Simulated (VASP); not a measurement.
FeSi (B20): the band gap from VASP (plane waves, PAW) at several levels of theory. Gaps are without spin-orbit coupling. Each level names its cell: its own relaxed one, PBE's, or the starting one. A gap is the smallest over the k-mesh and a band path; hybrids may have named points in place of the path, and GW has the mesh alone.

| level | band gap (eV) | error against measurement (eV) |
|---|---|---|
| LDA (own cell) | 0.12 | +0.07 |
| PBE (own cell) | 0.16 | +0.11 |
| PBEsol (own cell) | 0.14 | +0.09 |
| r2SCAN (own cell) | 0.32 | +0.27 |

Measured: 0.05 eV (as given by Jan M Tomczak, Journal of Physics Condensed Matter (2018), arXiv:1802.07220).

The cell of the LDA (own cell) run:

Space group P2₁3 (No. 198); a = b = c = 4.3709 Å, α = β = γ = 90.00°

| atom | site | symmetry | x | y | z |
|---|---|---|---|---|---|
| Fe | 4a | .3. | 0.1372 | 0.1372 | 0.1372 |
| Si | 4a | .3. | 0.8409 | 0.8409 | 0.8409 |

Only levels that ran to the end are used. Left out are those held back, those with too coarse a band path, GW runs whose mesh misses a band edge, hybrids' fits of cells that aren't cubic and levels without matching references; a question may draw on a part of the rest.

The compound is FeSi in the B20 structure.
